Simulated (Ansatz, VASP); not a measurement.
Two plane-wave programs on TiP5

```
Ti P
1.0
     0.00000    3.53294    3.53294
     3.53294    0.00000    3.53294
     3.53294    3.53294    0.00000
Ti P
1 5
Cartesian
  0.0000 0.0000 0.0000
  5.2994 5.2994 5.2994
  4.4108 4.4108 2.6551
  4.4108 2.6551 4.4108
  2.6551 4.4108 4.4108
  2.6551 2.6551 2.6551
```

Change from the starting cell: species swapped into the ZrNi5 type (F-43m, No. 216).

Alike in both runs: functional PBE; k mesh 10 × 10 × 10; occupations gaussian, width 0.1 eV; no spin polarisation.

Ansatz relaxed the structure, and its values are those at the end. VASP's run is a single point on that final structure, the one shown.

```csv
,VASP,Ansatz
version,VASP 6.6.1,Ansatz 0.2.0
potentials or method,"VASP PAW PBE potentials, release 64 (Ti_sv, P)","scalar-relativistic, plane waves, PAW"
plane-wave cutoff (eV),520,420
valence electrons in the cell,37,37
```

VASP gave:

* gap on the k mesh at the Fermi level (eV): none
* pressure (GPa): -0.2
* rms of the force components (eV/Å): 0.003

Question: What did Ansatz give for the same quantities?

Answer: gap on the k mesh at the Fermi level (eV): none; pressure (GPa): 0.0; rms of the force components (eV/Å): 0.000.

A gap of «none» marks a metal or a gap that the smearing closes.
